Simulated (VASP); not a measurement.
Energy against volume of SiC (zinc blende). Computed with PBE GGA with D4 dispersion, VASP's PBE PAW potentials (set 64) (plane waves; VASP). Settings: 520 eV cut-off, 10×10×10 Γ-centred mesh, Gaussian smearing of 0.050 eV, potentials Si C.

| V (Å³/atom) | E (eV/atom) |
|---|---|
| 9.677 | -7.82960 |
| 9.986 | -7.85134 |
| 10.294 | -7.85827 |
| 10.603 | -7.85242 |

Problem. Fit these four points and predict the energy of the run at 10.912 Å³/atom.

Solution. A cubic in V^(−2/3), the third-order Birch-Murnaghan form, passes through the four points with V0 = 10.30 Å³/atom and B0 = 221 GPa, and gives -7.8355 eV/atom there. The run gave -7.8357 eV/atom, -0.2 meV/atom from the fit; all five points give B0 = 219 GPa.

The compound is SiC in the zinc blende structure. It was relaxed first.
